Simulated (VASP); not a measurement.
**Ta: relaxation of cell and atoms with PBE**

Ta:

```
Ta
1.0
    -1.66687    1.66687    1.66687
     1.66687   -1.66687    1.66687
     1.66687    1.66687   -1.66687
Ta
1
Direct
  0.00000 0.00000 0.00000
```

* Program: VASP 6.6.1
* Task: relaxation of cell and atoms
* Functional: PBE
* Potentials or basis: VASP PAW PBE potentials, release 64 (Ta_pv)
* Cutoff: 520 eV
* k mesh: 6 × 6 × 6
* Occupations: gaussian, width 0.1 eV
* Spin: no spin polarisation
* Further INCAR settings: ALGO = Fast; EDIFF = 1e-07; IBRION = 2; EDIFFG = -0.002; NSW = 80; ISIF = 3

```
Pressure after relaxing : 0.0 GPa
Band gap on the k mesh  : none (metal or under the smearing width)
```

Final structure:
```xyz
1
Lattice="-1.6669 1.6669 1.6669 1.6669 -1.6669 1.6669 1.6669 1.6669 -1.6669" Properties=species:S:1:pos:R:3 pbc="T T T"
Ta    0.0000    0.0000    0.0000
```

Levels at points of the mesh, in eV from the Fermi level:
| k point | band 2 | band 3 | band 4 | band 5 | band 6 | band 7 | band 8 | band 9 |
| --- | --- | --- | --- | --- | --- | --- | --- | --- |
| (0.00, 0.00, 0.00) | -33.17 | -33.17 | -7.74 | 0.77 | 0.77 | 0.77 | 3.95 | 3.95 |
| (0.50, 0.00, 0.00) | -33.51 | -33.17 | -4.20 | -1.42 | 1.52 | 3.81 | 4.80 | 7.55 |
| (0.50, 0.50, 0.50) | -33.91 | -33.91 | -3.58 | -3.58 | 6.64 | 6.64 | 6.64 | 8.46 |

It took 4.8 s on 1 thread of AMD EPYC 7R13 Processor (Zen 3), with other jobs on the host, peak memory 0.11 GiB.

Caveat: the k mesh is coarse (spacing up to 0.44 Å⁻¹), so the values aren't converged; the relaxation stopped at its first step, so nothing moved. The run has no spin-orbit coupling, so splittings on Ta are missing.
